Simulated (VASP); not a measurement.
VASP ran on this input.

### INCAR
```
! general
SYSTEM  = MgB2
PREC    = Accurate
ENCUT   = 520   ! plane-wave cut-off (eV)
LREAL   = .FALSE.   ! projection in real space or not
LASPH   = .TRUE.   ! aspherical one-centre terms

! electronic loop
EDIFF   = 1E-6   ! SCF stop (eV)
NELM    = 100   ! most electronic steps
ALGO    = Normal   ! blocked Davidson
LMIXTAU = .TRUE.

! smearing
ISMEAR  = 1
SIGMA   = 0.1   ! width (eV)

! functional
METAGGA = R2SCAN

! ions
IBRION  = 2   ! conjugate gradients
NSW     = 60   ! most ionic steps
ISIF    = 3   ! ions, shape and volume
EDIFFG  = -0.02   ! ionic stop

! output
LWAVE   = .FALSE.
LCHARG  = .FALSE.
```

File POSCAR:
```
MgB2
1.0
  1.5358125380  -2.6601048580   0.0000000000
  1.5358125380   2.6601048580   0.0000000000
  0.0000000000   0.0000000000   3.4733760210
Mg B
1 2
Cartesian
  0.0000000000   0.0000000000   0.0000000000
  1.5358125380   0.8867033927   1.7366880105
  1.5358125380  -0.8867033927   1.7366880105
```

File KPOINTS:
```
kpoints
0
G
 10 10 8
```

POTCAR, in this order: Mg B (PBE.64 set). Program: vasp_std.

Q: Translate this r2SCAN calculation to Ansatz.

A: One equivalent input (not run):
Ansatz 0.2 input:
```yaml
crystal:
  lattice:
    - [1.5358125, -2.6601049, 0.0000000]
    - [1.5358125, 2.6601049, 0.0000000]
    - [0.0000000, 0.0000000, 3.4733760]
  atoms:
    - { symbol: Mg, position: [0.0000000, 0.0000000, 0.0000000] }
    - { symbol: B, position: [0.3333330, 0.6666670, 0.5000000] }
    - { symbol: B, position: [0.6666670, 0.3333330, 0.5000000] }
kpoints:
  mp_grid: { grid: [10, 10, 8] }
hamiltonian:
  xc: r2scan
  pseudopotentials: { kind: paw }
scf:
  occupations: { method: methfessel_paxton, width: 0.1 }
  max_iter: 100
relax:
  max_steps: 60
  f_tol: 0.02
  cell: {}
output: { forces: true, stress: true, eigenvalues: true }
```
What does not carry over: each code has its own PAW files, so the cut-off isn't converted (ENCUT is set for VASP's; basis.ecutwfc is left out, and Ansatz then takes the one that its files recommend); Ansatz stops its SCF on the density residual and VASP on the energy change (EDIFF).

The compound is MgB2 in the AlB2 type structure. This run relaxes it. Symmetry was kept, so distortions that lower it aren't found. The start is the result of an earlier pass.
